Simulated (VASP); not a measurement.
# GW-BSE spectrum of BN (Qingsongite), part 2 of 3

Wanted: the lowest vertical excitons of BN (Qingsongite) and its absorption. The cell is of the zinc-blende type, one of the forms listed for this formula. The start is a cell from a database of measured crystal structures.

VASP 6.6.1, plane waves and PAW; the level of theory is named at each step.

So far. Step 2 (Ground state): The cell has a gap of 4.46 eV on mesh and path. Step 3 (Empty bands): WAVECAR now holds 32 bands for 8 electrons. Its independent-particle dielectric tensor has xx, yy, zz = 4.7, 4.7, 4.7 on this mesh, which isn't tested for convergence in mesh or bands and lacks local fields.

### 4. G0W0

This step: G0W0 on PBE; plane waves and PAW (N_GW, B_GW) (VASP 6.6.1).

One pass of GW corrects the levels to first order, with G and W from the starting orbitals. LWAVE keeps the quasiparticle levels in WAVECAR, and the W files hold the screened interaction for the next step.

INCAR

```
SYSTEM = BN
PREC = Accurate
ENCUT = 450
ISMEAR = 0
SIGMA = 0.01
LREAL = .FALSE.
GGA = PE
NBANDS = 32
ALGO = EVGW0
NELMGW = 1
ENCUTGW = 100
NOMEGA = 48
PRECFOCK = Fast
NBANDSGW = 16
LWAVE = .TRUE.
LCHARG = .FALSE.
```

POSCAR

```
BN
1.0
    0.0000000000      1.8075000000      1.8075000000
    1.8075000000      0.0000000000      1.8075000000
    1.8075000000      1.8075000000      0.0000000000
N B
1 1
Direct
    0.7500000000      0.7500000000      0.7500000000
    0.0000000000      0.0000000000      0.0000000000
```

KPOINTS

```
Automatic mesh
0
Gamma
8 8 8
0 0 0
```

The projector-augmented-wave data sets are N_GW and B_GW (PBE family, release 64).

On the command line:

```bash
> mpirun -np 8 vasp_std
```

What it wrote:

```text
[banner, memory and clock lines left out]
running    8 mpi-ranks, on    1 nodes
 distrk:  each k-point on    8 cores,    1 groups
 distr:  one band on    1 cores,    8 groups

 POSCAR found type information on POSCAR N B
 POSCAR found :  2 types and       2 ions
 [... a notice as in an earlier step ...]

|                                                                             |
|           W    W    AA    RRRRR   N    N  II  N    N   GGGG   !!!           |
|           W    W   A  A   R    R  NN   N  II  NN   N  G    G  !!!           |
|           W    W  A    A  R    R  N N  N  II  N N  N  G       !!!           |
|           W WW W  AAAAAA  RRRRR   N  N N  II  N  N N  G  GGG   !            |
|           WW  WW  A    A  R   R   N   NN  II  N   NN  G    G                |
|           W    W  A    A  R    R  N    N  II  N    N   GGGG   !!!           |
|                                                                             |
|     The default for ENCUTGWSOFT is different in this version of VASP.       |
|     please manually set ENCUTGWSOFT =100 in the INCAR file.                 |
|                                                                             |

 LDA part: xc-table for (Slater+PW92), standard interpolation
 found WAVECAR, reading the header
 POSCAR, INCAR and KPOINTS ok, starting setup
 FFT: planning ... GRIDC
 FFT: planning ... GRID_SOFT
 FFT: planning ... GRID
 reading WAVECAR
 the WAVECAR file was read successfully
 initial charge from wavefunction
 available memory per node:     29.85 GB, setting MAXMEM to     30563

 The Fermi energy was updated, please check that it is located mid-gap
 values below the HOMO (VB) or above the LUMO (CB) will cause erroneous energies
 E-fermi :   9.6932

 calculate exact exchange contribution
 the WAVEDER file was read successfully
energies w=
    0.000    0.000    1.188    0.000    2.372    0.000    3.546    0.000
    4.707    0.000    5.851    0.000    6.976    0.000    8.081    0.000
    9.166    0.000   10.231    0.000   11.276    0.000   12.305    0.000
   13.319    0.000   14.321    0.000   15.314    0.000   16.301    0.000
   17.286    0.000   18.274    0.000   19.268    0.000   20.273    0.000
   21.294    0.000   22.337    0.000   23.407    0.000   24.513    0.000
   25.660    0.000   26.858    0.000   28.117    0.000   29.450    0.000
   30.870    0.000   32.394    0.000   34.042    0.000   35.840    0.000
   37.817    0.000   40.014    0.000   42.479    0.000   45.278    0.000
   48.493    0.000   52.241    0.000   56.679    0.000   62.027    0.000
   68.614    0.000   76.933    0.000   87.777    0.000  102.496    0.000
  123.590    0.000  156.268    0.000  213.484    0.000  338.857    0.000
 responsefunction array rank=      32
 LDA part: xc-table for (Slater+PW92), standard interpolation

 min. memory requirement per mpi rank     89.2 MB, per node    713.5 MB

 allocating   6 responsefunctions rank=    32
 shmem allocating  48 responsefunctions rank=    32
 response function shared by NCSHMEM nodes    1
 Doing            6  frequencies on each core in blocks of           48
NQ=   1    0.0000    0.0000    0.0000,
|.........|.........|.........|.........|.........|.........|.........|.........
 performed        144000 updates of chi_q(r,r)
 total number of BLAS operations          0.84 Gflops
NQ=   2    0.1250    0.0000    0.0000,
|.........|.........|.........|.........|.........|.........|.........|.........
 performed        430000 updates of chi_q(r,r)
 total number of BLAS operations          2.16 Gflops
NQ=   3    0.2500    0.0000    0.0000,
|.........|.........|.........|.........|.........|.........|.........|.........
 performed        716000 updates of chi_q(r,r)
 total number of BLAS operations          3.84 Gflops
NQ=   4    0.3750    0.0000    0.0000,
|.........|.........|.........|.........|.........|.........|.........|.........
 performed       1002000 updates of chi_q(r,r)
 total number of BLAS operations          5.63 Gflops
NQ=   5    0.5000    0.0000    0.0000,
|.........|.........|.........|.........|.........|.........|.........|.........
 performed       1231000 updates of chi_q(r,r)
 total number of BLAS operations          6.52 Gflops
NQ=   6    0.1250    0.1250    0.0000,
|.........|.........|.........|.........|.........|.........|.........|.........
 performed       1509000 updates of chi_q(r,r)
 total number of BLAS operations          7.70 Gflops
NQ=   7    0.2500    0.1250    0.0000,
|.........|.........|.........|.........|.........|.........|.........|.........
 performed       2004000 updates of chi_q(r,r)
 total number of BLAS operations          9.80 Gflops
NQ=   8    0.3750    0.1250    0.0000,
|.........|.........|.........|.........|.........|.........|.........|.........
 performed       2499000 updates of chi_q(r,r)
 total number of BLAS operations         12.91 Gflops
NQ=   9    0.5000    0.1250    0.0000,
|.........|.........|.........|.........|.........|.........|.........|.........
 performed       2994000 updates of chi_q(r,r)
 total number of BLAS operations         16.02 Gflops
NQ=  10   -0.3750    0.1250    0.0000,
|.........|.........|.........|.........|.........|.........|.........|.........
 performed       3489000 updates of chi_q(r,r)
 total number of BLAS operations         19.12 Gflops
NQ=  11   -0.2500    0.1250    0.0000,
|.........|.........|.........|.........|.........|.........|.........|.........
 performed       3984000 updates of chi_q(r,r)
 total number of BLAS operations         21.80 Gflops
NQ=  12   -0.1250    0.1250    0.0000,
|.........|.........|.........|.........|.........|.........|.........|.........
 performed       4381000 updates of chi_q(r,r)
 total number of BLAS operations         23.34 Gflops
NQ=  13    0.2500    0.2500    0.0000,
|.........|.........|.........|.........|.........|.........|.........|.........
 performed       4659000 updates of chi_q(r,r)
 total number of BLAS operations         24.97 Gflops
NQ=  14    0.3750    0.2500    0.0000,
|.........|.........|.........|.........|.........|.........|.........|.........
 performed       5154000 updates of chi_q(r,r)
 total number of BLAS operations         27.65 Gflops
NQ=  15    0.5000    0.2500    0.0000,
|.........|.........|.........|.........|.........|.........|.........|.........
 performed       5649000 updates of chi_q(r,r)
 total number of BLAS operations         30.98 Gflops
NQ=  16   -0.3750    0.2500    0.0000,
|.........|.........|.........|.........|.........|.........|.........|.........
 performed       6144000 updates of chi_q(r,r)
 total number of BLAS operations         33.87 Gflops
NQ=  17   -0.2500    0.2500    0.0000,
|.........|.........|.........|.........|.........|.........|.........|.........
 performed       6541000 updates of chi_q(r,r)
 total number of BLAS operations         36.36 Gflops
NQ=  18    0.3750    0.3750    0.0000,
|.........|.........|.........|.........|.........|.........|.........|.........
 performed       6819000 updates of chi_q(r,r)
 total number of BLAS operations         37.99 Gflops
NQ=  19    0.5000    0.3750    0.0000,
|.........|.........|.........|.........|.........|.........|.........|.........
 performed       7314000 updates of chi_q(r,r)
 total number of BLAS operations         40.47 Gflops
NQ=  20   -0.3750    0.3750    0.0000,
|.........|.........|.........|.........|.........|.........|.........|.........
 performed       7711000 updates of chi_q(r,r)
 total number of BLAS operations         42.61 Gflops
NQ=  21    0.5000    0.5000    0.0000,
|.........|.........|.........|.........|.........|.........|.........|.........
 performed       7912000 updates of chi_q(r,r)
 total number of BLAS operations         43.40 Gflops
NQ=  22    0.3750    0.2500    0.1250,
|.........|.........|.........|.........|.........|.........|.........|.........
 performed       8464000 updates of chi_q(r,r)
 total number of BLAS operations         45.74 Gflops
NQ=  23    0.5000    0.2500    0.1250,
|.........|.........|.........|.........|.........|.........|.........|.........
 performed       9102000 updates of chi_q(r,r)
 total number of BLAS operations         49.46 Gflops
NQ=  24   -0.3750    0.2500    0.1250,
|.........|.........|.........|.........|.........|.........|.........|.........
 performed       9618000 updates of chi_q(r,r)
 total number of BLAS operations         52.70 Gflops
NQ=  25    0.5000    0.3750    0.1250,
|.........|.........|.........|.........|.........|.........|.........|.........
 performed      10170000 updates of chi_q(r,r)
 total number of BLAS operations         56.42 Gflops
NQ=  26   -0.3750    0.3750    0.1250,
|.........|.........|.........|.........|.........|.........|.........|.........
 performed      10808000 updates of chi_q(r,r)
 total number of BLAS operations         61.02 Gflops
NQ=  27   -0.2500    0.3750    0.1250,
|.........|.........|.........|.........|.........|.........|.........|.........
 performed      11324000 updates of chi_q(r,r)
 total number of BLAS operations         64.49 Gflops
NQ=  28   -0.3750    0.5000    0.1250,
|.........|.........|.........|.........|.........|.........|.........|.........
 performed      11722000 updates of chi_q(r,r)
 total number of BLAS operations         66.99 Gflops
NQ=  29   -0.2500    0.5000    0.2500,
|.........|.........|.........|.........|.........|.........|.........|.........
 performed      11996000 updates of chi_q(r,r)
 total number of BLAS operations         68.71 Gflops
 resolving degeneracies of screened two electron integrals

 calculate QP shifts <psi_nk| G(iteration)W_0 |psi_nk>: iteration 1
 writing wavefunctions
 entering main loop
```

It took 43 s on 8 MPI ranks of Intel Xeon 6975P-C (Granite Rapids), shared host; peak memory 1.2 GiB.

Parts of OUTCAR (step 4):

```text
The static configuration has the point symmetry T_d .

 Found     29 irreducible k-points:

   k-points           NKPTS =     29   k-points in BZ     NKDIM =    512   number of bands    NBANDS=     32

   NELECT =       8.0000    total number of electrons

 E-fermi :   9.6932

 QP shifts <psi_nk| G(iteration)W_0 |psi_nk>: iteration 1
 for sc-GW calculations column KS-energies equals QP-energies in previous step
 and V_xc(KS)=  KS-energies - (<T + V_ion + V_H > + <T+V_H+V_ion>^1  + <V_x>^1)
 k-point   1 :       0.0000    0.0000    0.0000
  band No.  KS-energies  QP-energies   sigma(KS)   V_xc(KS)     V^pw_x(r,r')   Z            occupation Imag(sigma)
      1     -12.7713     -14.5654     -17.7923     -15.4891     -26.4993       0.7790       2.0000       1.4642
      2       7.4633       7.0481     -18.7886     -18.2867     -21.8462       0.8274       2.0000       0.0862
      3       7.4633       7.0481     -18.7886     -18.2867     -21.8462       0.8274       2.0000       0.0862
      4       7.4633       7.0481     -18.7886     -18.2867     -21.8462       0.8274       2.0000       0.0862
      5      16.2832      17.8630     -11.8923     -13.7847      -7.0362       0.8349       0.0000      -0.1111
      6      16.2832      17.8630     -11.8923     -13.7847      -7.0362       0.8349       0.0000      -0.1111
      7      16.2832      17.8630     -11.8923     -13.7847      -7.0362       0.8349       0.0000      -0.1111
      8      17.8049      19.2004     -13.7337     -15.4381      -8.4177       0.8188       0.0000      -0.1361
    ...

 k-point   2 :       0.1250    0.0000    0.0000
  band No.  KS-energies  QP-energies   sigma(KS)   V_xc(KS)     V^pw_x(r,r')   Z            occupation Imag(sigma)
      1     -12.3931     -14.1458     -17.8128     -15.5536     -26.4508       0.7758       2.0000       1.4094
      2       5.5852       4.9132     -18.1783     -17.3599     -21.4975       0.8211       2.0000       0.1006
      3       7.0805       6.6177     -18.6053     -18.0453     -21.7017       0.8265       2.0000       0.0885
      4       7.0805       6.6177     -18.6053     -18.0453     -21.7017       0.8265       2.0000       0.0885
      5      16.6509      18.1374     -12.4025     -14.1886      -7.5004       0.8323       0.0000      -0.1150
      6      16.8541      18.4900     -12.0652     -14.0319      -7.1071       0.8318       0.0000      -0.1163
      7      16.8541      18.4900     -12.0652     -14.0319      -7.1071       0.8318       0.0000      -0.1163
      8      18.9896      20.6388     -13.8278     -15.8540      -8.3901       0.8139       0.0000      -0.1478
    ...

 k-point   3 :       0.2500    0.0000    0.0000
  band No.  KS-energies  QP-energies   sigma(KS)   V_xc(KS)     V^pw_x(r,r')   Z            occupation Imag(sigma)
      1     -11.2935     -12.9444     -17.9119     -15.7730     -26.3469       0.7718       2.0000       1.2519
      2       1.9847       0.9146     -17.5553     -16.2221     -21.6895       0.8027       2.0000       0.1491
      3       6.3339       5.7750     -18.3694     -17.6911     -21.5949       0.8239       2.0000       0.0943
      4       6.3339       5.7750     -18.3694     -17.6911     -21.5949       0.8239       2.0000       0.0943
      5      17.1066      18.5123     -12.7560     -14.4503      -7.7602       0.8296       0.0000      -0.1201
      6      17.8045      19.5004     -12.1923     -14.2393      -7.0425       0.8285       0.0000      -0.1262
      7      17.8045      19.5004     -12.1923     -14.2393      -7.0425       0.8285       0.0000      -0.1262
      8      21.0348      22.8981     -13.7760     -16.0979      -7.9203       0.8024       0.0000      -0.1827
    ...

[... 7 parts as in an earlier step ...]

[... 5 further parts left out ...]
```

This step gave:

```yaml
quasiparticle_gap_on_the_mesh: 5.742 eV
smallest_direct_quasiparticle_gap_on_the_mesh: 10.81 eV
gap_of_the_starting_orbitals_on_the_mesh: 4.460 eV
```

GW takes the gap from 4.460 to 5.742 eV. The value holds for 32 bands, ENCUTGW = 100 eV and this mesh, and isn't shown to be converged in them.

(Part 2 of 3 ends here.)

[Lines on the potential files, build, host, timing and source positions are cut from VASP's logs without a mark.]

[Logs are printed without paths, hosts, clocks, repeated set-up lines and the standing remarks that a program may print on its own settings, such as how far it seeks lower states.]

[Hosts, paths, dates, database ids (printed as entryN), source tags and the programs' standing remarks are cut or masked in the printed files.]

[Pressures printed for these runs are not shown converged in the cutoff: they can be off by several GPa and have the wrong sign.]
